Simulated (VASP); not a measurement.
# Quasiparticle energies of AlN in VASP, part 7 of 8

Aim: the quasiparticle gap of AlN, and what it costs to get it. The cell is of the wurtzite type, one of the forms listed for this formula. The start is a cell from a database of measured crystal structures.

VASP 6.6.1, plane waves and PAW; the level of theory is named at each step.

So far, quasiparticle gap on the mesh (eV): step 5 (evGW0, evGW0 on LDA) 6.14; step 6 (evGW, evGW on LDA) 6.57. Also gap on the k-mesh (eV): step 4 (empty bands, functional LDA) 4.21.

The database entry behind the starting cell differs from later determinations by our own check (inner coordinate u about 0.002 short), so it need not match the best structure at ambient conditions.

### Step 7. QPGW0 (continued)

Level of this step: QPGW0 on LDA; plane waves and PAW (Al_GW, N_GW) (VASP).

From OUTCAR (step 7):

```text
   NELECT =      16.0000    total number of electrons

 E-fermi :   7.1275

 QP shifts <psi_nk| G(iteration)W_0 |psi_nk>: iteration 1
 k-point   1 :       0.0000    0.0000    0.0000
  band No. DFT-energies  QP-energies  QP-e(diag)   sigma(DFT)    Z            occupation
    ...
      5       4.1393       3.2243       3.2257       2.9557       0.7719       2.0000
      6       4.7997       3.9584       3.9590       3.7169       0.7764       2.0000
      7       4.7997       3.9584       3.9590       3.7169       0.7764       2.0000
      8       5.0229       4.2201       4.2226       3.9910       0.7755       2.0000
      9       9.2322      10.0559      10.0587      10.2537       0.8091       0.0000
     10      11.5403      12.6040      12.6026      12.8427       0.8157       0.0000
     11      15.4875      16.7855      16.7835      17.2090       0.7529       0.0000
     12      15.9438      17.1316      17.1356      17.4298       0.8020       0.0000
    ...

     24      27.4903      27.4903      27.4903      27.4903       1.0000       0.0000

 k-point   2 :       0.1667    0.0000    0.0000
  band No. DFT-energies  QP-energies  QP-e(diag)   sigma(DFT)    Z            occupation
    ...
      5       3.5171       2.5776       2.5797       2.3001       0.7703       2.0000
      6       3.7444       2.7767       2.7901       2.5044       0.7696       2.0000
      7       4.7186       3.8683       3.8692       3.6227       0.7751       2.0000
      8       4.8463       4.0226       4.0254       3.7864       0.7744       2.0000
      9      10.4744      11.4125      11.4047      11.6380       0.7995       0.0000
     10      12.5829      13.7110      13.7126      13.9813       0.8078       0.0000
     11      14.0584      15.1648      15.1797      15.4862       0.7854       0.0000
     12      14.6134      15.7630      15.7687      16.0642       0.7963       0.0000
    ...

 QP shifts <psi_nk| G(iteration)W_0 |psi_nk>: iteration 2
 k-point   1 :       0.0000    0.0000    0.0000
  band No. DFT-energies  QP-energies  QP-e(diag)   sigma(DFT)    Z            occupation
    ...
      5       3.2243       3.0461       3.0467       2.9948       0.7739       2.0000
      6       3.9584       3.7949       3.7952       3.7490       0.7795       2.0000
      7       3.9584       3.7949       3.7952       3.7490       0.7795       2.0000
      8       4.2201       4.0644       4.0650       4.0211       0.7794       2.0000
      9      10.0559      10.1718      10.1700      10.1961       0.8140       0.0000
     10      12.6040      12.7570      12.7551      12.7888       0.8175       0.0000
     11      16.7855      17.0107      17.0036      17.0767       0.7490       0.0000
     12      17.1316      17.3199      17.3200      17.3662       0.8029       0.0000
    ...

 QP shifts <psi_nk| G(iteration)W_0 |psi_nk>: iteration 3
 k-point   1 :       0.0000    0.0000    0.0000
  band No. DFT-energies  QP-energies  QP-e(diag)   sigma(DFT)    Z            occupation
    ...
      5       3.0461       2.9952       2.9957       2.9810       0.7746       2.0000
      6       3.7949       3.7451       3.7452       3.7312       0.7800       2.0000
      7       3.7949       3.7451       3.7452       3.7312       0.7800       2.0000
      8       4.0644       4.0162       4.0165       4.0030       0.7800       2.0000
      9      10.1718      10.1858      10.1826      10.1851       0.8146       0.0000
     10      12.7570      12.7811      12.7793      12.7843       0.8176       0.0000
     11      17.0107      17.0373      17.0298      17.0361       0.7496       0.0000
     12      17.3199      17.3544      17.3542      17.3626       0.8034       0.0000
    ...

 QP shifts <psi_nk| G(iteration)W_0 |psi_nk>: iteration 4
 k-point   1 :       0.0000    0.0000    0.0000
  band No. DFT-energies  QP-energies  QP-e(diag)   sigma(DFT)    Z            occupation
    ...
      5       2.9952       2.9811       2.9816       2.9777       0.7745       2.0000
      6       3.7451       3.7307       3.7309       3.7268       0.7800       2.0000
      7       3.7451       3.7307       3.7309       3.7268       0.7800       2.0000
      8       4.0162       4.0020       4.0023       3.9984       0.7800       2.0000
      9      10.1858      10.1881      10.1853      10.1852       0.8147       0.0000
     10      12.7811      12.7863      12.7849      12.7857       0.8180       0.0000
     11      17.0373      17.0394      17.0322      17.0304       0.7496       0.0000
     12      17.3544      17.3623      17.3621      17.3640       0.8034       0.0000
    ...

[... 17 parts as in an earlier step ...]

[... 28 further parts left out ...]
```

Numbers from this step:

```yaml
quasiparticle_gap_on_the_mesh: 6.186 eV
smallest_direct_quasiparticle_gap_on_the_mesh: 6.186 eV
```

QP gap by iteration, by row:

```
iteration  gap (eV)  direct gap (eV)
        1     5.836            5.836
        2     6.107            6.107
        3      6.17             6.17
        4     6.186            6.186
```

GW takes the gap from 4.209 to 6.186 eV. That is +50 meV against evGW0 on LDA. The last pass still moved it by +16 meV. The value holds for 232 bands, ENCUTGW = 180 eV and this mesh, and isn't shown to be converged in them.

### Step 8. Orbitals for another starting point

This step: LDA; plane waves and PAW (Al_GW, N_GW) (VASP 6.6.1).

A hybrid converges faster from good orbitals, so a cheap LDA run writes WAVECAR first.

File INCAR:

```
SYSTEM = AlN
PREC = Accurate
ENCUT = 450
EDIFF = 1E-05
NELM = 100
ISMEAR = 0
SIGMA = 0.01
LREAL = .FALSE.
ALGO = Normal
GGA = CA
NBANDS = 14
LORBIT = 11
LWAVE = .TRUE.
LCHARG = .FALSE.
KPAR = 4
```

File POSCAR:

```
AlN
1.0
    3.1130000000      0.0000000000      0.0000000000
   -1.5565000000      2.6959370820      0.0000000000
    0.0000000000      0.0000000000      4.9810000000
Al N
2 2
Direct
    0.6666666667      0.3333333333      0.4990517037
    0.3333333333      0.6666666667      0.9990517037
    0.6666666667      0.3333333333      0.8809482963
    0.3333333333      0.6666666667      0.3809482963
```

File KPOINTS:

```
Automatic mesh
0
Gamma
6 6 4
0 0 0
```

Potentials, in the order of the species: Al_GW and N_GW (LDA family, release 64).

Command:

```
$ mpirun -np 4 vasp_std
```

What it wrote:

```text
[... set-up lines as in an earlier step ...]
 entering main loop
       N       E                     dE             d eps       ncg     rms          rms(c)
[... 11 cycles as in an earlier step ...]
DAV:  12    -0.328699054960E+02    0.51713E-07   -0.76806E-07   468   0.868E-03
   1 F= -.32869905E+02 E0= -.32869905E+02  d E =-.220283E-29
 writing wavefunctions
```

Wall time 3.6 s (4 MPI ranks of Intel Xeon Platinum 8488C (Sapphire Rapids), shared host); peak memory 0.51 GiB.

Parts of OUTCAR (step 8):

```text
   NELECT =      16.0000    total number of electrons

 E-fermi :   5.1000

 k-point     1 :       0.0000    0.0000    0.0000
  band No.  band energies     occupation
    ...
      4       4.1401      2.00000
      5       4.1401      2.00000
      6       4.8006      2.00000
      7       4.8006      2.00000
      8       5.0238      2.00000
      9       9.2326      0.00000
     10      11.5404      0.00000
     11      15.4881      0.00000
     12      15.9437      0.00000
     13      15.9437      0.00000
    ...

  Total       -1.7115391     -1.7115391     -1.6039803      0.0000000      0.0000000      0.0000000
  in kB      -65.5982125    -65.5982125    -61.4757999      0.0000000      0.0000000      0.0000000
  external PRESSURE =     -64.2240749 kB  Pullay stress =       0.0000000 kB

 POSITION                                       TOTAL-FORCE (eV/Angst)
 -----------------------------------------------------------------------------------
      1.55650      0.89865      2.48578         0.000000     -0.000000      0.000967
     -0.00000      1.79729      4.97628        -0.000000      0.000000      0.000967
      1.55650      0.89865      4.38800        -0.000000      0.000000     -0.000967
     -0.00000      1.79729      1.89750         0.000000     -0.000000     -0.000967
 -----------------------------------------------------------------------------------
    total drift:                               -0.000000     -0.000000     -0.000697

  FREE ENERGIE OF THE ION-ELECTRON SYSTEM (eV)
  ---------------------------------------------------
  free  energy   TOTEN  =       -32.8699054960 eV

  energy  without entropy=      -32.8699054960  energy(sigma->0) =      -32.86990550

[... 10 parts as in an earlier step ...]

[... 7 further parts left out ...]
```

Numbers from this step:

```
Fermi energy : 5.1 eV
pressure     : -6.422 GPa
```

The run ends at a pressure of -6.42 GPa, with forces up to 9.7e-4 eV/Å.

### Step 9. Another starting point

This step: HSE06; plane waves and PAW (Al_GW, N_GW) (VASP 6.6.1).

To see how much the result owes to its start, the ground state is made again with HSE06. A small SIGMA keeps every occupation at zero or full.

File INCAR:

```
SYSTEM = AlN
PREC = Accurate
ENCUT = 450
EDIFF = 1E-08
NELM = 100
ISMEAR = 0
SIGMA = 0.01
LREAL = .FALSE.
ALGO = Normal
LHFCALC = .TRUE.
AEXX = 0.25
GGA = PE
HFSCREEN = 0.2
LASPH = .TRUE.
NBANDS = 14
PRECFOCK = Fast
LORBIT = 11
LWAVE = .TRUE.
LCHARG = .FALSE.
KPAR = 4
```

POSCAR is that of step 8.

KPOINTS is that of step 8.

The run starts from files that an earlier step left in the folder.

Command:

```
$ mpirun -np 4 vasp_std
```

What it wrote:

```text
[banner, memory and clock lines left out]
running    4 mpi-ranks, on    1 nodes
 distrk:  each k-point on    1 cores,    4 groups
 distr:  one band on    1 cores,    1 groups

 POSCAR found type information on POSCAR AlN
 POSCAR found :  2 types and       4 ions
 [... a notice as in an earlier step ...]

 LDA part: xc-table for (Slater+PW92), standard interpolation
 found WAVECAR, reading the header
 POSCAR, INCAR and KPOINTS ok, starting setup
 FFT: planning ... GRIDC
 FFT: planning ... GRID_SOFT
 FFT: planning ... GRID
 reading WAVECAR
 the WAVECAR file was read successfully
 initial charge from wavefunction
 entering main loop
       N       E                     dE             d eps       ncg     rms          rms(c)
DAV:   1    -0.349935006311E+02   -0.34994E+02   -0.95619E-01   624   0.139E+01    0.758E-01
DAV:   2    -0.349950766329E+02   -0.15760E-02   -0.26010E-02   774   0.175E+00    0.507E-01
DAV:   3    -0.349900401364E+02    0.50365E-02   -0.59668E-03   816   0.652E-01    0.324E-01
DAV:   4    -0.349893693474E+02    0.67079E-03   -0.11085E-03   804   0.236E-01    0.214E-01
DAV:   5    -0.349890214332E+02    0.34791E-03   -0.12091E-04   750   0.183E-01    0.121E-01
DAV:   6    -0.349889025497E+02    0.11888E-03   -0.69526E-05   780   0.127E-01    0.652E-02
DAV:   7    -0.349888658333E+02    0.36716E-04   -0.14246E-05   762   0.589E-02    0.366E-02
DAV:   8    -0.349888532171E+02    0.12616E-04   -0.35874E-06   768   0.269E-02    0.214E-02
DAV:   9    -0.349888491985E+02    0.40186E-05   -0.15321E-06   818   0.158E-02    0.127E-02
DAV:  10    -0.349888480415E+02    0.11570E-05   -0.47627E-07   768   0.102E-02    0.748E-03
DAV:  11    -0.349888477345E+02    0.30701E-06   -0.16354E-07   798   0.640E-03    0.434E-03
DAV:  12    -0.349888476639E+02    0.70659E-07   -0.58208E-08   750   0.377E-03    0.252E-03
DAV:  13    -0.349888476608E+02    0.30710E-08   -0.18658E-08   528   0.216E-03
   1 F= -.34988848E+02 E0= -.34988848E+02  d E =-.490851E-15
 writing wavefunctions
```

The job ended after 4.7 min (4 MPI ranks; peak memory 0.98 GiB; 18 min of CPU time).

From OUTCAR (step 9):

```text
   k-points           NKPTS =     21   k-points in BZ     NKDIM =    144   number of bands    NBANDS=     14

   NELECT =      16.0000    total number of electrons

  exchange ACFDT corr.  =         0.00000000  see jH, gK, PRB 81, 115126

 E-fermi :   4.4240

 k-point     1 :       0.0000    0.0000    0.0000
  band No.  band energies     occupation
    ...
      4       3.4038      2.00000
      5       3.4038      2.00000
      6       4.1292      2.00000
      7       4.1293      2.00000
      8       4.3739      2.00000
      9       9.9259      0.00000
     10      12.4746      0.00000
     11      16.8448      0.00000
     12      17.1073      0.00000
     13      17.1073      0.00000
    ...

 POSITION                                       TOTAL-FORCE (eV/Angst)
 -----------------------------------------------------------------------------------
      1.55650      0.89865      2.48578         0.000000      0.000000     -0.001420
     -0.00000      1.79729      4.97628        -0.000000     -0.000000     -0.001420
      1.55650      0.89865      4.38800        -0.000000      0.000000      0.001420
     -0.00000      1.79729      1.89750         0.000000     -0.000000      0.001420
 -----------------------------------------------------------------------------------
    total drift:                               -0.000000      0.000000     -0.005016

  FREE ENERGIE OF THE ION-ELECTRON SYSTEM (eV)
  ---------------------------------------------------
  free  energy   TOTEN  =       -34.9888476608 eV

  energy  without entropy=      -34.9888476608  energy(sigma->0) =      -34.98884766

[... 8 parts as in an earlier step ...]

[... 8 further parts left out ...]
```

The PAW data sets were made with LDA, a small mismatch for this functional.

Numbers from this step:

```
free energy (TOTEN)            : -34.99 eV
Fermi energy                   : 4.424 eV
gap on the k-mesh              : 5.552 eV
least direct gap on the k-mesh : 5.552 eV
```

### Step 10. Empty bands, functional HSE06

ALGO = Exact makes the empty bands from the converged ground state in one step. LOPTICS writes the k-derivatives of the orbitals (WAVEDER), which give the long-wavelength limit of the screening.

File INCAR:

```
SYSTEM = AlN
PREC = Accurate
ENCUT = 450
ISMEAR = 0
SIGMA = 0.01
LREAL = .FALSE.
LHFCALC = .TRUE.
AEXX = 0.25
GGA = PE
HFSCREEN = 0.2
LASPH = .TRUE.
NBANDS = 232
PRECFOCK = Fast
ALGO = Exact
NELM = 1
LWAVE = .TRUE.
LCHARG = .FALSE.
LOPTICS = .TRUE.
NEDOS = 1000
CSHIFT = 0.1
```

POSCAR is that of step 9.

KPOINTS is that of step 9.

The WAVECAR or CHGCAR of an earlier step is read.

Command:

```
$ mpirun -np 4 vasp_std
```

What it wrote:

```text
[banner, memory and clock lines left out]
running    4 mpi-ranks, on    1 nodes
[...]
[... a notice as in an earlier step ...]

 LDA part: xc-table for (Slater+PW92), standard interpolation
 found WAVECAR, reading the header
  number of bands has changed, file:    14 present:   232
  trying to continue reading WAVECAR, but it might fail
 POSCAR, INCAR and KPOINTS ok, starting setup
[...]
reading WAVECAR
 random initialization beyond band           14
 the WAVECAR file was read successfully
 initial charge from wavefunction
 entering main loop
       N       E                     dE             d eps       ncg     rms          rms(c)
DIA:   1    -0.349888477191E+02   -0.34989E+02    0.00000E+00     0   0.000E+00
   1 F= -.34988848E+02 E0= -.34988848E+02  d E =-.184688E-22
 writing wavefunctions
 optical routines
 imaginary and real dielectric function
 recalculating local potential from charge density
 direction            1
 direction            2
 direction            3
```

Elapsed: 31 min, on 4 MPI ranks; peak memory 1.7 GiB; 1.8 h of CPU time.

Parts of OUTCAR (step 10):

```text
 POSITION                                       TOTAL-FORCE (eV/Angst)
 -----------------------------------------------------------------------------------
      1.55650      0.89865      2.48578        -0.000000      0.000000     -0.001424
     -0.00000      1.79729      4.97628         0.000000     -0.000000     -0.001424
      1.55650      0.89865      4.38800        -0.000000     -0.000000      0.001424
     -0.00000      1.79729      1.89750         0.000000     -0.000000      0.001424
 -----------------------------------------------------------------------------------
    total drift:                                0.000000     -0.000000     -0.005041

  FREE ENERGIE OF THE ION-ELECTRON SYSTEM (eV)
  ---------------------------------------------------
  free  energy   TOTEN  =       -34.9888477191 eV

  energy  without entropy=      -34.9888477191  energy(sigma->0) =      -34.98884772

[... 2 parts as in an earlier step ...]

[... 1 further part left out ...]
[key lines of the parts left out:]
E-fermi :   4.4390
```

[end of part 7 of 8]

[Lines on the potential files, build, host, timing and source positions are cut from VASP's logs without a mark.]

[Logs are printed without paths, hosts, clocks, repeated set-up lines and the standing remarks that a program may print on its own settings, such as how far it seeks lower states.]

[Hosts, paths, dates, database ids (printed as entryN), source tags and the programs' standing remarks are cut or masked in the printed files.]

[Pressures printed for these runs are not shown converged in the cutoff: they can be off by several GPa and have the wrong sign.]
